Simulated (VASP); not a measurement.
Energy against volume of Ta (bcc). Method: vdW-DF-cx, VASP's PBE PAW potentials (set 64) (plane waves; VASP). Settings: 520 eV cut-off, 16×16×16 Γ-centred mesh, first-order Methfessel-Paxton smearing of 0.10 eV, potentials Ta_pv.

| V (Å³/atom) | E (eV/atom) |
|---|---|
| 16.725 | -9.54271 |
| 17.259 | -9.57616 |
| 17.793 | -9.58652 |
| 18.327 | -9.57672 |

### Question
Fit these four points and predict the energy of the run at 18.861 Å³/atom.

### Answer
A cubic in V^(−2/3), the third-order Birch-Murnaghan form, passes through the four points with V0 = 17.79 Å³/atom and B0 = 201 GPa, and gives -9.5493 eV/atom there. The run gave -9.5489 eV/atom, +0.5 meV/atom from the fit; all five points give B0 = 203 GPa.

The compound is Ta in the bcc structure. It was relaxed first.
